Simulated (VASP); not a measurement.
Gd (hcp): the lattice constant c from VASP (plane waves, PAW) at several levels of theory. Static lattice. The 4f electrons are frozen in the core of the lanthanide potential, so 4f levels, which can set the real gap, and their magnetism are missing. The measured value holds thermal and zero-point effects that the static calculation lacks.

```
level                  lattice constant c (Å)  error against measurement
---------------------  ----------------------  -------------------------
PBE                                     5.727                     -0.9 %
PBEsol                                  5.618                     -2.8 %
PBE-D3 (zero damping)                   5.615                     -2.9 %
vdW-DF-cx                               5.615                     -2.9 %
MS2                                     5.620                     -2.8 %
SCAN                                    5.631                     -2.6 %
r2SCAN                                  5.709                     -1.3 %
```

Measured: 5.782 Å at 293 K (as given by Wikipedia, Gadolinium (infobox)).

The cell of the PBE run:

```yaml
crystal:
  lattice:
    - [1.82073, -3.15360, 0.00000]
    - [1.82073, 3.15360, 0.00000]
    - [0.00000, 0.00000, 5.72719]
  atoms:
    - { symbol: Gd, position: [0.33333, 0.66667, 0.25000] }
    - { symbol: Gd, position: [0.66667, 0.33333, 0.75000] }
```

Only levels that ran to the end are used. Left out are those held back, those with too coarse a band path, GW runs whose mesh misses a band edge, hybrids' fits of cells that aren't cubic and levels without matching references; a question may draw on a part of the rest.

The compound is Gd in the hcp structure.
